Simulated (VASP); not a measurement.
Energy against volume of Ru (hcp). All values below come from revPBE GGA, VASP's PBE PAW potentials (set 64) (plane waves; VASP). Numerical set-up: 520 eV cut-off, 15×15×9 Γ-centred mesh, first-order Methfessel-Paxton smearing of 0.10 eV, potentials Ru_pv.

Shape and ions are relaxed at each volume.

```
V (Å³/atom)  E (eV/atom)
-----------  -----------
13.071          -8.67362
13.489          -8.71409
13.906          -8.72646
14.323          -8.71532
```

Question: Fit these four points and predict the energy of the run at 14.740 Å³/atom.

Answer: A cubic in V^(−2/3), the third-order Birch-Murnaghan form, passes through the four points with V0 = 13.90 Å³/atom and B0 = 301 GPa, and gives -8.6844 eV/atom there. The run gave -8.6845 eV/atom, -0.1 meV/atom from the fit; all five points give B0 = 300 GPa.

The compound is Ru in the hcp structure. It was relaxed first.
